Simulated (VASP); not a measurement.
Consider the following.

```
C63S
1.0
    7.14656     0.00000     0.00000
    0.00000     7.14656     0.00000
    0.00000     0.00000     7.14656
C S
63 1
Direct
  0.50000   0.00000   0.00000
  0.62500   0.12500   0.12500
  0.75000   0.25000   0.00000
  0.87500   0.37500   0.12500
  0.75000   0.00000   0.25000
  0.87500   0.12500   0.37500
  0.00000   0.00000   0.00000
  0.12500   0.12500   0.12500
  0.25000   0.25000   0.00000
  0.37792   0.38136   0.12643
  0.50000   0.50000   0.00000
  0.62216   0.62562   0.13149
  0.75000   0.75000   0.00000
  0.87500   0.87500   0.12500
  0.25000   0.00000   0.25000
  0.37227   0.11994   0.38166
  0.49311   0.25553   0.24796
  0.63099   0.37361   0.37456
  0.74926   0.50572   0.25200
  0.87135   0.62747   0.37401
  0.50000   0.00000   0.50000
  0.62951   0.12693   0.63197
  0.75038   0.24643   0.49339
  0.87767   0.37215   0.62879
  0.75000   0.00000   0.75000
  0.87500   0.12500   0.87500
  0.00000   0.50000   0.00000
  0.12500   0.62500   0.12500
  0.25000   0.75000   0.00000
  0.37500   0.87500   0.12500
  0.00000   0.25000   0.25000
  0.12125   0.37912   0.37263
  0.24337   0.50652   0.25628
  0.38028   0.62782   0.37044
  0.50427   0.74842   0.25296
  0.62205   0.86934   0.37734
  0.00000   0.00000   0.50000
  0.12500   0.12500   0.62500
  0.24954   0.24481   0.50059
  0.37053   0.37374   0.62714
  0.61866   0.62441   0.61959
  0.75234   0.74523   0.50370
  0.87500   0.87500   0.62500
  0.25000   0.00000   0.75000
  0.37500   0.12500   0.87500
  0.50191   0.24640   0.75389
  0.61898   0.37874   0.87410
  0.75656   0.50381   0.74771
  0.87500   0.62500   0.87500
  0.00000   0.75000   0.25000
  0.12500   0.87500   0.37500
  0.00000   0.50000   0.50000
  0.13073   0.61865   0.62588
  0.25610   0.74468   0.49990
  0.37822   0.88047   0.61810
  0.00000   0.25000   0.75000
  0.12500   0.37500   0.87500
  0.24743   0.50185   0.74599
  0.37523   0.62668   0.87109
  0.49859   0.75340   0.74782
  0.62500   0.87500   0.87500
  0.00000   0.75000   0.75000
  0.12500   0.87500   0.87500
  0.49418   0.50123   0.50318
```
Cell charge -2.

All values below come from PBE GGA, VASP's PBE PAW potentials (set 64) (plane waves; VASP 6.6.1). Run with PREC = Normal, LREAL = Auto, ISYM = 0, NELECT = 260.0, EDIFF = 1E-5, 400 eV cut-off, 1×1×1 Γ-centred mesh, Gaussian smearing of 0.050 eV, potentials C S.

At this cut-off the stress carries a Pulay error, which pulls relaxed volumes low. The cell is charged, with a uniform compensating background. The supercell is sampled at Γ alone, which is coarse: total energies, pressure and levels can be off, energies of defects by several tenths of an eV.

The ions are relaxed. What does this cell relax into?

```
C63S
1.0
    7.14656     0.00000     0.00000
    0.00000     7.14656     0.00000
    0.00000     0.00000     7.14656
C S
63 1
Direct
  0.50059   0.00132   0.99833
  0.62429   0.12390   0.12436
  0.75074   0.24936   0.00191
  0.87622   0.37582   0.12436
  0.74985   0.99872   0.25117
  0.87673   0.12338   0.37694
  0.00039   0.99971   0.00010
  0.12632   0.12626   0.12608
  0.25058   0.25049   0.00238
  0.37580   0.37605   0.12582
  0.50022   0.49988   0.00148
  0.62409   0.62433   0.12577
  0.74960   0.74950   0.00230
  0.87385   0.87379   0.12603
  0.24992   0.00153   0.25015
  0.37604   0.12620   0.37607
  0.50382   0.24787   0.24807
  0.64683   0.35331   0.35601
  0.75225   0.49629   0.24806
  0.87391   0.62408   0.37604
  0.50068   0.99989   0.50105
  0.62413   0.12352   0.62583
  0.75261   0.24749   0.49669
  0.87653   0.37594   0.62581
  0.74983   0.99956   0.75111
  0.87534   0.12472   0.87530
  0.99874   0.49951   0.99833
  0.12268   0.62495   0.12219
  0.24965   0.75044   0.99971
  0.37518   0.87744   0.12219
  0.00143   0.25027   0.25119
  0.12654   0.37535   0.37639
  0.24594   0.50473   0.24288
  0.34311   0.65712   0.33830
  0.49543   0.75421   0.24287
  0.62476   0.87360   0.37634
  0.99966   0.00038   0.50046
  0.12438   0.12284   0.62428
  0.24826   0.24597   0.49976
  0.36792   0.36240   0.64276
  0.63745   0.63206   0.64254
  0.75405   0.75179   0.49968
  0.87717   0.87564   0.62424
  0.25101   0.99886   0.74994
  0.37661   0.12250   0.87713
  0.50044   0.24423   0.75509
  0.62559   0.37446   0.87647
  0.75574   0.49961   0.75499
  0.87752   0.62347   0.87707
  0.99861   0.75020   0.25013
  0.12175   0.87837   0.37458
  0.00020   0.49940   0.50106
  0.12615   0.62300   0.62420
  0.24602   0.75410   0.49345
  0.37706   0.87392   0.62417
  0.00049   0.25023   0.75114
  0.12196   0.37519   0.87846
  0.24831   0.49873   0.75359
  0.37599   0.62407   0.87401
  0.50126   0.75170   0.75352
  0.62486   0.87809   0.87842
  0.00118   0.74903   0.74992
  0.12546   0.87460   0.87377
  0.48511   0.51471   0.51813
```
Cell charge -2.

How much energy does the relaxation gain?

The energy (σ→0) changes by -64.1 meV/atom, in 41 ionic steps.

| step | E(σ→0) (eV) | max force (eV/Å) | pressure (GPa) | volume (Å³) |
|---|---|---|---|---|
| 1 | -530.2053 | 8.561 | 25.03 | 365.00 |
| 2 | -529.9449 | 4.824 | 27.30 | 365.00 |
| 3 | -533.2193 | 2.266 | 22.80 | 365.00 |
| 4 | -533.2307 | 2.221 | 22.78 | 365.00 |
| 5 | -533.6322 | 2.948 | 23.37 | 365.00 |
| 6 | -533.7209 | 3.177 | 23.03 | 365.00 |
| 7 | -533.8581 | 2.167 | 24.22 | 365.00 |
| 8 | -533.9588 | 1.357 | 23.68 | 365.00 |
| 9 | -534.1382 | 0.865 | 23.97 | 365.00 |
| 10 | -534.1387 | 0.834 | 23.95 | 365.00 |
| 11 | -534.1877 | 0.551 | 23.95 | 365.00 |
| 12 | -534.1894 | 0.679 | 23.95 | 365.00 |
| 13 | -534.2174 | 0.409 | 24.09 | 365.00 |
| 14 | -534.2197 | 0.349 | 24.15 | 365.00 |
| 15 | -534.2399 | 0.327 | 24.26 | 365.00 |
| 16 | -534.2428 | 0.436 | 24.32 | 365.00 |
| 17 | -534.2607 | 0.367 | 24.41 | 365.00 |
| 18 | -534.2637 | 0.358 | 24.46 | 365.00 |
| 19 | -534.2773 | 0.222 | 24.57 | 365.00 |
| 20 | -534.2783 | 0.248 | 24.61 | 365.00 |
| 21 | -534.2850 | 0.152 | 24.63 | 365.00 |
| 22 | -534.2850 | 0.158 | 24.64 | 365.00 |
| 23 | -534.2878 | 0.149 | 24.64 | 365.00 |
| 24 | -534.2878 | 0.167 | 24.64 | 365.00 |
| 25 | -534.2900 | 0.115 | 24.63 | 365.00 |

The cell is a supercell with a defect, built from C (diamond): S_C, charge -2. The run is not spin-polarised, so no state with unpaired spins was tried.
